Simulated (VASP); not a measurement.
Method: r2SCAN meta-GGA, VASP's PBE PAW potentials (set 64) (plane waves; VASP).

VASP ran on this input.

**POSCAR**
```
NaI
1
    0.0000000000     3.1264708495     3.1264708495
    3.2231658243     0.0000000000     3.1264708495
    3.2231658243     3.1264708495     0.0000000000
Na I
1 1
Direct
  0.0000000000   0.0000000000   0.0000000000
  0.5000000000   0.5000000000   0.5000000000
```

KPOINTS:
```
Automatic
0
gamma
8 8 8
```

INCAR:
```
SYSTEM = NaI
PREC = Accurate; ENCUT = 480; LREAL = .FALSE.
LASPH = .TRUE.
EDIFF = 1E-7; NELM = 100; ALGO = Normal
LMAXMIX = 4; LMIXTAU = .TRUE.
ISMEAR = 0; SIGMA = 0.05
METAGGA = R2SCAN
ISIF = 2
LWAVE = .FALSE.; LCHARG = .FALSE.
```

POTCAR, in this order: Na_pv I (PBE.64 set). Program: vasp_std.

What VASP printed:

### OUTCAR
```
 ion  position               nearest neighbor table
   1  0.000  0.000  0.000-   2 3.13   2 3.13   2 3.13   2 3.13
   2  0.500  0.500  0.500-   1 3.13   1 3.13   1 3.13   1 3.13
  LATTYP: Found a body centered tetragonal cell.
 ALAT       =     4.4214974777
 C/A-ratio  =     1.4579521262
 Subroutine PRICEL returns:
 Original cell was already a primitive cell.
 Subroutine GETGRP returns: Found 16 space group operations
The static configuration has the point symmetry D_4h.
The dynamic configuration has the point symmetry D_4h.
 Subroutine INISYM returns: Found 16 space group operations
 Subroutine IBZKPT returns following result:
 Found     59 irreducible k-points:

 Following reciprocal coordinates:
            Coordinates               Weight
  0.000000  0.000000  0.000000      1.000000
  0.125000 -0.000000 -0.000000      8.000000
  0.250000 -0.000000 -0.000000      8.000000
  0.375000 -0.000000 -0.000000      8.000000
  0.500000 -0.000000 -0.000000      4.000000
  0.125000  0.125000  0.000000      4.000000
  0.250000  0.125000 -0.000000     16.000000
  0.375000  0.125000 -0.000000     16.000000
  0.500000  0.125000 -0.000000     16.000000
 -0.375000  0.125000  0.000000     16.000000
 -0.250000  0.125000  0.000000     16.000000
 -0.125000  0.125000  0.000000      8.000000
  0.250000  0.250000  0.000000      4.000000
  0.375000  0.250000 -0.000000     16.000000
  0.500000  0.250000 -0.000000     16.000000
 -0.375000  0.250000  0.000000     16.000000
 -0.250000  0.250000  0.000000      8.000000
  0.375000  0.375000  0.000000      4.000000
  0.500000  0.375000 -0.000000     16.000000
 -0.375000  0.375000  0.000000      8.000000
  0.500000  0.500000  0.000000      2.000000
  0.000000  0.125000  0.125000      2.000000
  0.250000  0.125000  0.125000      4.000000
...
```

File OSZICAR:
```
       N       E                     dE             d eps       ncg     rms          rms(c)
DAV:   1     0.513057918784E+02    0.51306E+02   -0.68921E+03  1314   0.113E+03
DAV:   2    -0.263841806027E+02   -0.77690E+02   -0.72837E+02  1408   0.243E+02
DAV:   3    -0.323719059988E+02   -0.59877E+01   -0.59508E+01  1589   0.685E+01
DAV:   4    -0.325362386884E+02   -0.16433E+00   -0.16421E+00  1530   0.120E+01
DAV:   5    -0.325409795848E+02   -0.47409E-02   -0.47407E-02  1582   0.211E+00    0.232E+00
DAV:   6    -0.308983661879E+02    0.16426E+01   -0.40501E-01  1385   0.805E+00    0.219E+00
DAV:   7    -0.310160952182E+02   -0.11773E+00   -0.22552E-01  1328   0.649E+00    0.572E-01
DAV:   8    -0.309827568091E+02    0.33338E-01   -0.17925E-01  1316   0.477E+00    0.273E-01
DAV:   9    -0.310559766420E+02   -0.73220E-01   -0.89584E-02  1304   0.377E+00    0.335E-01
DAV:  10    -0.309179718172E+02    0.13800E+00   -0.75351E-02  1310   0.370E+00    0.149E-01
DAV:  11    -0.310656218358E+02   -0.14765E+00   -0.46246E-02  1298   0.287E+00    0.661E-02
DAV:  12    -0.310599621836E+02    0.56597E-02   -0.17906E-03  1463   0.563E-01    0.906E-02
DAV:  13    -0.310661593055E+02   -0.61971E-02   -0.44816E-03  1316   0.916E-01    0.366E-02
DAV:  14    -0.310670790404E+02   -0.91973E-03   -0.22240E-04  1373   0.192E-01    0.929E-03
DAV:  15    -0.310670668070E+02    0.12233E-04   -0.11384E-05  1523   0.417E-02    0.784E-03
DAV:  16    -0.310670679854E+02   -0.11784E-05   -0.42382E-06  1358   0.296E-02    0.332E-03
DAV:  17    -0.310670547453E+02    0.13240E-04   -0.52335E-06  1346   0.305E-02    0.283E-03
DAV:  18    -0.310670520952E+02    0.26500E-05   -0.15809E-06  1340   0.168E-02    0.135E-03
DAV:  19    -0.310670512200E+02    0.87524E-06   -0.10510E-07  1418   0.428E-03    0.890E-04
DAV:  20    -0.310670500939E+02    0.11261E-05   -0.16012E-07  1328   0.635E-03    0.339E-04
DAV:  21    -0.310670525978E+02   -0.25039E-05   -0.53227E-08   922   0.375E-03    0.230E-04
DAV:  22    -0.310670534152E+02   -0.81737E-06   -0.11681E-08   715   0.157E-03    0.214E-04
DAV:  23    -0.310670534627E+02   -0.47579E-07   -0.19827E-09   676   0.703E-04
   1 F= -.31067053E+02 E0= -.31067053E+02  d E =-.571513E-12
```

OUTCAR:
```
------------------------ aborting loop because EDIFF is reached ----------------------------------------
  FORCE on cell =-STRESS in cart. coord.  units (eV):
  Direction    XX          YY          ZZ          XY          YZ          ZX
  --------------------------------------------------------------------------------------
  Total        0.2240600      0.6754165      0.6754165      0.0000000      0.0000000      0.0000000
  in kB        5.6970944     17.1735805     17.1735805      0.0000000      0.0000000      0.0000000
  external PRESSURE =      13.3480852 kB  Pullay stress =       0.0000000 kB
  volume of cell :       63.01
      direct lattice vectors                 reciprocal lattice vectors
     0.000000000  3.126470849  3.126470849    -0.155126986  0.159924728  0.159924728
     3.223165824  0.000000000  3.126470849     0.155126986 -0.159924728  0.159924728
     3.223165824  3.126470849  0.000000000     0.155126986  0.159924728 -0.159924728
  FREE ENERGIE OF THE ION-ELECTRON SYSTEM (eV)
  ---------------------------------------------------
  free  energy   TOTEN  =       -31.0670534627 eV

  energy  without entropy=      -31.0670534627  energy(sigma->0) =      -31.06705346
```
(Selected blocks of OUTCAR.)

**OUTCAR**
```
 val. band max:        1.0339662531   @ k =   0.0000   0.0000   0.0000

 cond. band min:       5.6927876819   @ k =   0.0000   0.0000   0.0000


 Fermi energy:         1.2484124514

 k-point     1 :       0.0000    0.0000    0.0000
  band No.  band energies     occupation
      1     -22.1721      2.00000
      2     -22.1709      2.00000
      3     -22.1707      2.00000
      4     -10.5403      2.00000
      5       1.0055      2.00000
      6       1.0055      2.00000
      7       1.0340      2.00000
      8       5.6928      0.00000
      9       9.3451      0.00000
     10       9.5551      0.00000
     11       9.5551      0.00000

 k-point     2 :       0.1250   -0.0000   -0.0000
  band No.  band energies     occupation
      1     -22.1726      2.00000
      2     -22.1716      2.00000
      3     -22.1707      2.00000
      4     -10.4844      2.00000
      5       0.5165      2.00000
      6       0.9571      2.00000
      7       0.9629      2.00000
      8       6.2218      0.00000
      9       9.1356      0.00000
     10       9.5911      0.00000
     11       9.7456      0.00000

 k-point     3 :       0.2500   -0.0000   -0.0000
  band No.  band energies     occupation
      1     -22.1750      2.00000
      2     -22.1721      2.00000
      3     -22.1707      2.00000
      4     -10.3433      2.00000
      5      -0.4168      2.00000
      6       0.8198      2.00000
      7       0.8457      2.00000
      8       6.8447      0.00000
      9       9.3555      0.00000
     10       9.5223      0.00000
     11       9.7730      0.00000

 k-point     4 :       0.3750   -0.0000   -0.0000
  band No.  band energies     occupation
      1     -22.1776      2.00000
      2     -22.1723      2.00000
      3     -22.1708      2.00000
      4     -10.1921      2.00000
      5      -1.1676      2.00000
      6       0.6869      2.00000
      7       0.7410      2.00000
      8       6.8087      0.00000
      9       9.1648      0.00000
...
```

Unless said otherwise, spin-orbit coupling is left out, though it shifts the bands of the heavy elements here.

The compound is NaI in the rock salt structure. This cell was strained or had an atom moved on purpose.
